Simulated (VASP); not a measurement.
An input for Quantum ESPRESSO's pw.x (written as the equivalent of a VASP run, and not itself run):

```
&CONTROL
  calculation = 'scf'
  pseudo_dir = './pseudo'
  outdir = './out'
  tprnfor = .true.
  tstress = .true.
/
&SYSTEM
  ibrav = 0
  nat = 5
  ntyp = 3
  ecutwfc = 84
  occupations = 'tetrahedra'
  input_dft = 'pbesol'
/
&ELECTRONS
  conv_thr = 7.3e-09
  electron_maxstep = 100
/
ATOMIC_SPECIES
  K 39.098 K.upf
  Mg 24.305 Mg.upf
  F 18.998 F.upf
CELL_PARAMETERS angstrom
     3.9852644    0.0000000   -0.0000000
    -0.0000000    3.9852644    0.0000000
    -0.0000000   -0.0000000    3.9852644
ATOMIC_POSITIONS crystal
  K    0.0000000  0.0000000  0.0000000
  Mg   0.5000000  0.5000000  0.5000000
  F    0.5000000  0.0000000  0.5000000
  F    0.0000000  0.5000000  0.5000000
  F    0.5000000  0.5000000  0.0000000
K_POINTS automatic
  6 6 6 0 0 0
```

Question: Write the VASP files for the same calculation (PBEsol).

Answer: One answer among several that fit: 
**INCAR**
```
SYSTEM = KMgF3
PREC = Accurate; ENCUT = 520; LREAL = .FALSE.
LASPH = .TRUE.
EDIFF = 1E-7; NELM = 100; ALGO = Normal
ISMEAR = -5
GGA = PS
ISIF = 2
LWAVE = .FALSE.; LCHARG = .TRUE.; LORBIT = 11
NEDOS = 601
```

### POSCAR
```
KMgF3
1
    3.9852643809     0.0000000000    -0.0000000000
   -0.0000000000     3.9852643809     0.0000000000
   -0.0000000000    -0.0000000000     3.9852643809
K Mg F
1 1 3
Direct
  0.0000000000   0.0000000000   0.0000000000
  0.5000000000   0.5000000000   0.5000000000
  0.5000000000   0.0000000000   0.5000000000
  0.0000000000   0.5000000000   0.5000000000
  0.5000000000   0.5000000000   0.0000000000
```

KPOINTS:
```
Automatic mesh
0
Gamma
6 6 6
0 0 0
```

POTCAR, in this order: K_sv Mg F (PBE.64 set). Program: vasp_std.

The two are equivalent in intent, not identical: the potentials are each code's own (VASP's PAW set, PseudoDojo norm-conserving files in pw.x), so ENCUT and ecutwfc are chosen apart and not converted; conv_thr bounds pw.x's estimated SCF error, while EDIFF bounds the energy change between steps.

The compound is KMgF3 in the cubic perovskite structure. It was relaxed first.
